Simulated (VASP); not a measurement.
Data:

```
CELL_PARAMETERS angstrom
      4.06798     0.00000     0.00000
      0.00000     4.06798     0.00000
      0.00000     0.00000     4.06798
ATOMIC_POSITIONS crystal
  Sc 0.00000 0.00000 0.00000
  Al 0.00000 0.50000 0.50000
  Al 0.50000 0.00000 0.50000
  Al 0.50000 0.50000 0.00000
```

These are PW91 GGA, VASP's PBE PAW potentials (set 64) (plane waves; VASP 6.6.1) values and carry that method's errors. Settings: 520 eV cut-off, 8×8×8 Γ-centred mesh, first-order Methfessel-Paxton smearing of 0.10 eV, potentials Sc_sv Al.

### Question
Give the stress tensor in GPa (positive for a compressed cell).

### Answer

```
2.66  0.00  0.00
0.00  2.66  0.00
0.00  0.00  2.66
```
The pressure is its mean diagonal, 2.66 GPa.

The compound is Al3Sc in the L1_2 structure. This cell is one point of a volume scan, at 0.97 of the reference volume.
